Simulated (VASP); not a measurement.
All values below come from PBEsol GGA, VASP's PBE PAW potentials (set 64) (plane waves; VASP 6.6.1).

Input for VASP

POSCAR:
```
HfC
1
    0.0000000000     2.2503278728     2.2503278728
    2.2503278728     0.0000000000     2.2503278728
    2.2503278728     2.2503278728     0.0000000000
Hf C
1 1
Direct
  0.0000000000   0.0000000000   1.0000000000
  0.5000000000   0.5000000000   0.5000000000
```

**KPOINTS**
```
K-points
0
G
 14 14 14
0 0 0
```

INCAR:
```
SYSTEM = HfC
PREC = Accurate; ENCUT = 620; LREAL = .FALSE.
LASPH = .TRUE.
EDIFF = 1E-6; NELM = 100; ALGO = Normal
LMAXMIX = 6
ISMEAR = 1; SIGMA = 0.1
GGA = PS
IBRION = 2; NSW = 40; ISIF = 3
EDIFFG = -0.02; PSTRESS = 200
LWAVE = .FALSE.; LCHARG = .FALSE.
```

POTCAR, in this order: Hf_pv C (PBE.64 set). Program: vasp_std.

What VASP printed:

### OUTCAR
```
 ion  position               nearest neighbor table
   1  0.000  0.000  0.000-   2 2.25   2 2.25   2 2.25   2 2.25   2 2.25   2 2.25
   2  0.500  0.500  0.500-   1 2.25   1 2.25   1 2.25   1 2.25   1 2.25   1 2.25
  LATTYP: Found a face centered cubic cell.
 ALAT       =     4.5006557456
 Subroutine PRICEL returns:
 Original cell was already a primitive cell.
 Subroutine GETGRP returns: Found 48 space group operations
The static configuration has the point symmetry O_h .
The dynamic configuration has the point symmetry O_h .
 Subroutine INISYM returns: Found 48 space group operations
 Subroutine IBZKPT returns following result:
 Found    104 irreducible k-points:

 Following reciprocal coordinates:
            Coordinates               Weight
  0.000000  0.000000  0.000000      1.000000
  0.071429  0.000000  0.000000      8.000000
  0.142857  0.000000  0.000000      8.000000
  0.214286  0.000000  0.000000      8.000000
  0.285714  0.000000  0.000000      8.000000
  0.357143  0.000000  0.000000      8.000000
  0.428571  0.000000  0.000000      8.000000
  0.500000  0.000000  0.000000      4.000000
  0.071429  0.071429  0.000000      6.000000
  0.142857  0.071429  0.000000     24.000000
  0.214286  0.071429  0.000000     24.000000
  0.285714  0.071429  0.000000     24.000000
  0.357143  0.071429  0.000000     24.000000
  0.428571  0.071429  0.000000     24.000000
  0.500000  0.071429  0.000000     24.000000
 -0.428571  0.071429  0.000000     24.000000
 -0.357143  0.071429  0.000000     24.000000
 -0.285714  0.071429  0.000000     24.000000
 -0.214286  0.071429  0.000000     24.000000
 -0.142857  0.071429  0.000000     24.000000
 -0.071429  0.071429  0.000000     12.000000
  0.142857  0.142857  0.000000      6.000000
  0.214286  0.142857  0.000000     24.000000
  0.285714  0.142857  0.000000     24.000000
  0.357143  0.142857  0.000000     24.000000
  0.428571  0.142857  0.000000     24.000000
  0.500000  0.142857  0.000000     24.000000
 -0.428571  0.142857  0.000000     24.000000
 -0.357143  0.142857  0.000000     24.000000
 -0.285714  0.142857  0.000000     24.000000
 -0.214286  0.142857  0.000000     24.000000
 -0.142857  0.142857  0.000000     12.000000
  0.214286  0.214286  0.000000      6.000000
  0.285714  0.214286  0.000000     24.000000
  0.357143  0.214286  0.000000     24.000000
  0.428571  0.214286  0.000000     24.000000
  0.500000  0.214286  0.000000     24.000000
 -0.428571  0.214286  0.000000     24.000000
 -0.357143  0.214286  0.000000     24.000000
 -0.285714  0.214286  0.000000     24.000000
   k-points           NKPTS =    104   k-points in BZ     NKDIM =    104   number of bands    NBANDS=     11
   number of dos      NEDOS =    301   number of ions     NIONS =      2
   total plane-waves  NPLWV =  21952
   dimension x,y,z NGX =    28 NGY =   28 NGZ =   28
   dimension x,y,z NGXF=    56 NGYF=   56 NGZF=   56
   ions per type =               1   1
   PREC   = accura    normal or accurate (medium, high low for compatibility)
   ISTART =      0    job   : 0-new  1-cont  2-samecut
   ICHARG =      2    charge: 1-file 2-atom 10-const
   ISPIN  =      1    spin polarized calculation?
   LNONCOLLINEAR =      F non collinear calculations
   LSORBIT =      F    spin-orbit coupling
   INIWAV =      1    electr: 0-lowe 1-rand  2-diag
   ENCUT  =  620.0 eV  45.57 Ry    6.75 a.u.   6.46  6.46  6.46*2*pi/ulx,y,z
   NELM   =    100;   NELMIN=  2; NELMDL= -5     # of ELM steps
   EDIFF  = 0.1E-05   stopping-criterion for ELM
   LREAL  =      F    real-space projection
   NLSPLINE    = F    spline interpolate recip. space projectors
   LMAXMIX     =    6 max onsite mixed and CHGCAR
...
```

**OSZICAR**
```
       N       E                     dE             d eps       ncg     rms          rms(c)
DAV:   1     0.288649377040E+02    0.28865E+02   -0.88033E+03  2288   0.142E+03
DAV:   2    -0.230187862642E+02   -0.51884E+02   -0.48583E+02  2985   0.239E+02
DAV:   3    -0.249046683521E+02   -0.18859E+01   -0.18666E+01  2904   0.343E+01
DAV:   4    -0.249203336034E+02   -0.15665E-01   -0.15653E-01  2688   0.334E+00
DAV:   5    -0.249205085463E+02   -0.17494E-03   -0.17493E-03  2985   0.296E-01    0.693E+01
DAV:   6    -0.221651507812E+02    0.27554E+01   -0.16581E+01  2512   0.220E+01    0.475E+01
DAV:   7    -0.221121308151E+02    0.53020E-01   -0.46211E-01  2597   0.558E+00    0.237E+01
DAV:   8    -0.221031979233E+02    0.89329E-02   -0.25091E-02  2569   0.161E+00    0.367E+00
DAV:   9    -0.221006916138E+02    0.25063E-02   -0.13115E-02  2561   0.694E-01    0.175E+00
DAV:  10    -0.221004733356E+02    0.21828E-03   -0.91634E-04  2634   0.254E-01    0.645E-02
DAV:  11    -0.221004721209E+02    0.12147E-05   -0.53063E-05  2695   0.658E-02    0.533E-02
DAV:  12    -0.221004701612E+02    0.19597E-05   -0.31124E-06  2396   0.167E-02    0.273E-02
DAV:  13    -0.221004700317E+02    0.12949E-06   -0.16524E-07  1267   0.431E-03
   1 F= -.19255440E+02 E0= -.19255386E+02  d E =-.192554E+02
```

OUTCAR:
```
------------------------ aborting loop because EDIFF is reached ----------------------------------------
  FORCE on cell =-STRESS in cart. coord.  units (eV):
  Direction    XX          YY          ZZ          XY          YZ          ZX
  --------------------------------------------------------------------------------------
  Total        2.8427048      2.8427048      2.8427048      0.0000000      0.0000000     -0.0000000
  in kB      199.8365621    199.8365621    199.8365621      0.0000000      0.0000000     -0.0000000
  external PRESSURE =      -0.1634379 kB  Pullay stress =     200.0000000 kB
  volume of cell :       22.79
      direct lattice vectors                 reciprocal lattice vectors
     0.000000000  2.250327873  2.250327873    -0.222189844  0.222189844  0.222189844
     2.250327873  0.000000000  2.250327873     0.222189844 -0.222189844  0.222189844
     2.250327873  2.250327873  0.000000000     0.222189844  0.222189844 -0.222189844
 POSITION                                       TOTAL-FORCE (eV/Angst)
 -----------------------------------------------------------------------------------
      0.00000      0.00000      0.00000         0.000000     -0.000000      0.000000
      2.25033      2.25033      2.25033        -0.000000      0.000000     -0.000000
 -----------------------------------------------------------------------------------
    total drift:                                0.000000      0.000000      0.000000
  FREE ENERGIE OF THE ION-ELECTRON SYSTEM (eV)
  ---------------------------------------------------
  free  energy   TOTEN  =       -22.1004700317 eV

  energy  without entropy=      -22.1003081697  energy(sigma->0) =      -22.10041608
  enthalpy is  TOTEN    =       -19.2554403136 eV   P V=        2.8450297181

 reached required accuracy - stopping structural energy minimisation
```
(Selected blocks of OUTCAR.)

The compound is HfC in the rock salt structure. It was relaxed first under an external pressure of 20 GPa.
